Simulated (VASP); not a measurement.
InSb, 2 atoms in the cell. Symmetry: F-43m, No. 216, cubic system. The conventional cell has a = 6.521 Å, b = 6.521 Å, c = 6.521 Å, α = 90.00°, β = 90.00°, γ = 90.00°. Around In (site symmetry -43m) lie 4 Sb at 2.82 Å. Sb (site symmetry -43m) is surrounded by 4 In at 2.82 Å. 

```yaml
Program: VASP 6.6.1
Task: relaxation of cell and atoms
Functional: PBEsol
Potentials_or_basis: VASP PAW PBE potentials, release 64 (In_d, Sb)
Cutoff: 600 eV
k_mesh: 10 × 10 × 10
Occupations: gaussian, width 0.03 eV
Spin: no spin polarisation
Further_INCAR_settings: ALGO = Normal; EDIFF = 1e-07; IBRION = 2; EDIFFG = -0.005; NSW = 90; ISIF = 3
```

Potentials or basis: VASP PAW PBE potentials, release 64 (In_d, Sb).

Launch:

```bash
$ cat potpaw_PBE.64/In_d/POTCAR potpaw_PBE.64/Sb/POTCAR > POTCAR
$ mpirun -np 2 vasp_std > vasp.out
```

Hardware: 2 MPI ranks on Intel(R) Xeon(R) 6975P-C (Granite Rapids) (shared host).

Q: How long does it take, and how much memory?

A: It took 13 s on 2 MPI ranks on Intel(R) Xeon(R) 6975P-C (Granite Rapids) (shared host), peak memory 0.26 GiB a rank. Counts: scf iterations 13, k points 47, ion steps 1.
